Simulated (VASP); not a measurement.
Computed with PBEsol GGA, VASP's PBE PAW potentials (set 64) (plane waves; VASP 6.6.1).

Input for VASP

File POSCAR:
```
Tc
1
    1.3588973053    -2.3536795591     0.0000000000
    1.3588973053     2.3536795591    -0.0000000000
    0.0000000000     0.0000000000     4.3536353485
Tc
2
Direct
  0.3333330000   0.6666670000   0.2500000000
  0.6666670000   0.3333330000   0.7500000000
```

INCAR:
```
SYSTEM = Tc
PREC = Accurate
ENCUT = 400
EDIFF = 1E-6
NELM = 100
ALGO = Normal
LREAL = .FALSE.
LASPH = .TRUE.
ISMEAR = 1
SIGMA = 0.1
GGA = PS
LMAXMIX = 4
LWAVE = .FALSE.
LCHARG = .FALSE.
IBRION = 2
ISIF = 3
NSW = 60
EDIFFG = -0.01
```

File KPOINTS:
```
K-points
0
Gamma
 14 14 8
0 0 0
```

POTCAR, in this order: Tc_pv (PBE.64 set). Program: vasp_std.

The run wrote:

File OSZICAR:
```
       N       E                     dE             d eps       ncg     rms          rms(c)
DAV:   1     0.270586444382E+03    0.27059E+03   -0.14814E+04  4216   0.132E+03
DAV:   2    -0.175395750612E+02   -0.28813E+03   -0.28513E+03  4469   0.415E+02
DAV:   3    -0.241232534233E+02   -0.65837E+01   -0.64419E+01  4908   0.734E+01
DAV:   4    -0.241852611551E+02   -0.62008E-01   -0.60588E-01  4483   0.673E+00
DAV:   5    -0.241859267775E+02   -0.66562E-03   -0.66560E-03  4569   0.618E-01    0.263E+01
DAV:   6    -0.227296240304E+02    0.14563E+01   -0.34463E+00  4374   0.184E+01    0.829E+00
DAV:   7    -0.225488656096E+02    0.18076E+00   -0.67897E-01  4616   0.732E+00    0.928E-01
DAV:   8    -0.225371483971E+02    0.11717E-01   -0.12440E-02  4195   0.127E+00    0.346E-01
DAV:   9    -0.225368930662E+02    0.25533E-03   -0.61357E-04  4814   0.197E-01    0.261E-02
DAV:  10    -0.225368958011E+02   -0.27349E-05   -0.28870E-05  4300   0.469E-02    0.120E-02
DAV:  11    -0.225368952818E+02    0.51937E-06   -0.51233E-07  2219   0.761E-03
   1 F= -.22536895E+02 E0= -.22536523E+02  d E =-.225369E+02
```

OUTCAR:
```
------------------------ aborting loop because EDIFF is reached ----------------------------------------
  FORCE on cell =-STRESS in cart. coord.  units (eV):
  Direction    XX          YY          ZZ          XY          YZ          ZX
  --------------------------------------------------------------------------------------
  Total       -0.0008177     -0.0008177     -0.0118292      0.0000000      0.0000000      0.0000000
  in kB       -0.0470450     -0.0470450     -0.6805335      0.0000000      0.0000000      0.0000000
  external PRESSURE =      -0.2582078 kB  Pullay stress =       0.0000000 kB
  volume of cell :       27.85
      direct lattice vectors                 reciprocal lattice vectors
     1.358897305 -2.353679559  0.000000000     0.367945391 -0.212433336  0.000000000
     1.358897305  2.353679559  0.000000000     0.367945391  0.212433336  0.000000000
     0.000000000  0.000000000  4.353635349     0.000000000  0.000000000  0.229693100
 POSITION                                       TOTAL-FORCE (eV/Angst)
 -----------------------------------------------------------------------------------
      1.35890      0.78456      1.08841        -0.000000     -0.000000      0.000000
      1.35890     -0.78456      3.26523         0.000000      0.000000      0.000000
 -----------------------------------------------------------------------------------
    total drift:                                0.000024      0.000605     -0.000043
  FREE ENERGIE OF THE ION-ELECTRON SYSTEM (eV)
  ---------------------------------------------------
  free  energy   TOTEN  =       -22.5368952818 eV

  energy  without entropy=      -22.5357786969  energy(sigma->0) =      -22.53652309

 reached required accuracy - stopping structural energy minimisation
```
(Selected blocks of OUTCAR.)

OUTCAR:
```
 val. band max:       12.9495821965   @ k =   0.1429   0.1429   0.1250

 cond. band min:      12.9548608768   @ k =   0.2857   0.0714   0.5000


 Fermi energy:        12.9529829615

 k-point     1 :       0.0000    0.0000    0.0000
  band No.  band energies     occupation
      1     -26.4831      2.00000
      2     -25.2641      2.00000
      3     -25.2641      2.00000
      4     -25.0589      2.00000
      5     -25.0589      2.00000
      6     -25.0162      2.00000
      7       5.4912      2.00000
      8       7.3593      2.00000
      9      11.3607      2.00000
     10      11.3607      2.00000
     11      11.4481      2.00000
     12      12.1178      2.00000
     13      12.1178      2.00000
     14      12.8420      2.06616
     15      12.8421      2.06613
     16      14.7150     -0.00000
     17      15.6294      0.00000

 k-point     2 :       0.0714    0.0000    0.0000
  band No.  band energies     occupation
      1     -26.4599      2.00000
      2     -25.3154      2.00000
      3     -25.2809      2.00000
      4     -25.1127      2.00000
      5     -25.0660      2.00000
      6     -25.0258      2.00000
      7       5.6896      2.00000
      8       7.5216      2.00000
      9      10.9512      2.00000
     10      11.5316      2.00000
     11      11.7958      2.00000
     12      12.0147      2.00000
     13      12.2773      2.00000
     14      12.5862      2.00000
     15      12.7049      2.00253
     16      13.6913     -0.00000
     17      15.7179      0.00000

 k-point     3 :       0.1429    0.0000    0.0000
  band No.  band energies     occupation
      1     -26.3930      2.00000
      2     -25.4598      2.00000
      3     -25.3264      2.00000
      4     -25.2603      2.00000
      5     -25.0867      2.00000
      6     -25.0544      2.00000
      7       6.2447      2.00000
      8       7.9334      2.00000
      9      10.4518      2.00000
     10      11.6269      2.00000
     11      11.7066      2.00000
...
```

The compound is Tc in the hcp structure. It was relaxed first. The start is the result of an earlier pass.
